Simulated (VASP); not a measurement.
Data:

```yaml
crystal:
  lattice:
    - [3.48816, 0.00000, 0.00000]
    - [0.00000, 3.48816, 0.00000]
    - [0.00000, 0.00000, 3.48816]
  atoms:
    - { symbol: Al, position: [0.00000, 0.00000, 0.00000] }
    - { symbol: Ni, position: [0.00000, 0.50000, 0.50000], spin: 0.3 }
    - { symbol: Ni, position: [0.50000, 0.00000, 0.50000], spin: 0.3 }
    - { symbol: Ni, position: [0.50000, 0.50000, 0.00000], spin: 0.3 }
```

The numbers are results of PBE GGA with D3 dispersion (Becke-Johnson damping), VASP's PBE PAW potentials (set 64) (plane waves; VASP), not measurements. Numerical set-up: 520 eV cut-off, 9×9×9 Γ-centred mesh, first-order Methfessel-Paxton smearing of 0.10 eV, potentials Al Ni.

### Question
The job: Ni₃Al (L1_2), 4 atoms, PBE-D3(BJ), static run, 520 eV, 9×9×9 Γ-centred mesh. Roughly how much core time does it take on a busy server core?

### Answer
About 50 core-seconds (one run on a shared machine, a rough figure). It had 35 irreducible k-points, 20 bands, up to 1189 plane waves and 22 electronic steps.

The compound is Ni3Al in the L1_2 structure. This cell is one point of a volume scan, at 0.97 of the reference volume.
